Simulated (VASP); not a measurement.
Computed with optB86b-vdW, VASP's PBE PAW potentials (set 64) (plane waves; VASP).

VASP input:

### INCAR
```
AGGAC  =  0.0
ALGO  =  Normal
EDIFF  =  1E-6
EDIFFG  =  -0.01
ENCUT  =  520
GGA  =  MK
IBRION  =  2
ISIF  =  3
ISMEAR  =  1
LASPH  =  .TRUE.
LCHARG  =  .FALSE.
LMAXMIX  =  4
LREAL  =  .FALSE.
LUSE_VDW  =  .TRUE.
LWAVE  =  .FALSE.
NELM  =  100
NSW  =  60
PARAM1  =  0.1234
PARAM2  =  1.0
PREC  =  Accurate
SIGMA  =  0.1
SYSTEM  =  Cs
```

### POSCAR
```
Cs
1.0
 -2.9680552081   2.9680552081   2.9680552081
  2.9680552081  -2.9680552081   2.9680552081
  2.9680552081   2.9680552081  -2.9680552081
Cs
1
Cartesian
  5.9361104162   0.0000000000   0.0000000000
```

**KPOINTS**
```
Automatic mesh
0
Gamma
8 8 8
0 0 0
```

POTCAR, in this order: Cs_sv (PBE.64 set). Program: vasp_std.

The resulting files:

File OUTCAR:
```
 ion  position               nearest neighbor table
   1  0.000  0.000  0.000-
  LATTYP: Found a body centered cubic cell.
 ALAT       =     5.9361104162
 Subroutine PRICEL returns:
 Original cell was already a primitive cell.
 Subroutine GETGRP returns: Found 48 space group operations
The static configuration has the point symmetry O_h .
The dynamic configuration has the point symmetry O_h .
 Subroutine INISYM returns: Found 48 space group operations
 Subroutine IBZKPT returns following result:
 Found     29 irreducible k-points:

 Following reciprocal coordinates:
            Coordinates               Weight
  0.000000  0.000000  0.000000      1.000000
  0.125000  0.000000  0.000000     12.000000
  0.250000  0.000000  0.000000     12.000000
  0.375000  0.000000  0.000000     12.000000
  0.500000  0.000000  0.000000      6.000000
  0.125000  0.125000  0.000000     24.000000
  0.250000  0.125000  0.000000     48.000000
  0.375000  0.125000  0.000000     48.000000
  0.250000  0.250000  0.000000     24.000000
  0.375000  0.250000  0.000000     24.000000
...
```

File OSZICAR:
```
       N       E                     dE             d eps       ncg     rms          rms(c)
DAV:   1     0.561628515653E+02    0.56163E+02   -0.29035E+03   464   0.783E+02
DAV:   2     0.660823035679E+01   -0.49555E+02   -0.49128E+02   632   0.122E+02
DAV:   3     0.209079600470E+01   -0.45174E+01   -0.45142E+01   464   0.452E+01
DAV:   4     0.203045672243E+01   -0.60339E-01   -0.60337E-01   856   0.638E+00
DAV:   5     0.203040969850E+01   -0.47024E-04   -0.47024E-04   560   0.118E-01    0.150E-01
DAV:   6     0.203063465830E+01    0.22496E-03   -0.14680E-03   800   0.212E-01    0.981E-02
DAV:   7     0.203010059000E+01   -0.53407E-03   -0.37722E-03   528   0.341E-01    0.358E-02
DAV:   8     0.202990786357E+01   -0.19273E-03   -0.30584E-04   576   0.971E-02    0.793E-03
DAV:   9     0.202989354111E+01   -0.14322E-04   -0.18901E-05   776   0.201E-02    0.384E-03
DAV:  10     0.202989191363E+01   -0.16275E-05   -0.60216E-06   584   0.113E-02    0.902E-04
DAV:  11     0.202989178313E+01   -0.13050E-06   -0.13062E-07   536   0.204E-03
   1 F= 0.20298918E+01 E0= 0.20308646E+01  d E =0.202989E+01
```

### OUTCAR
```
------------------------ aborting loop because EDIFF is reached ----------------------------------------
  FORCE on cell =-STRESS in cart. coord.  units (eV):
  Direction    XX          YY          ZZ          XY          YZ          ZX
  --------------------------------------------------------------------------------------
  Total        0.0031012      0.0031012      0.0031012      0.0000000      0.0000000      0.0000000
  in kB        0.0475078      0.0475078      0.0475078      0.0000000      0.0000000      0.0000000
  external PRESSURE =       0.0475078 kB  Pullay stress =       0.0000000 kB
  volume of cell :      104.59
      direct lattice vectors                 reciprocal lattice vectors
    -2.968055208  2.968055208  2.968055208     0.000000000  0.168460478  0.168460478
     2.968055208 -2.968055208  2.968055208     0.168460478  0.000000000  0.168460478
     2.968055208  2.968055208 -2.968055208     0.168460478  0.168460478  0.000000000
 POSITION                                       TOTAL-FORCE (eV/Angst)
 -----------------------------------------------------------------------------------
      0.00000      0.00000      0.00000         0.000000     -0.000000      0.000000
 -----------------------------------------------------------------------------------
    total drift:                                0.000000      0.000000     -0.000000
  FREE ENERGIE OF THE ION-ELECTRON SYSTEM (eV)
  ---------------------------------------------------
  free  energy   TOTEN  =         2.0298917831 eV

  energy  without entropy=        2.0328103297  energy(sigma->0) =        2.03086463

 reached required accuracy - stopping structural energy minimisation
```
(Selected blocks of OUTCAR.)

The compound is Cs in the bcc structure. It was relaxed first, which changed the volume by -8 %. The start is the result of an earlier pass.
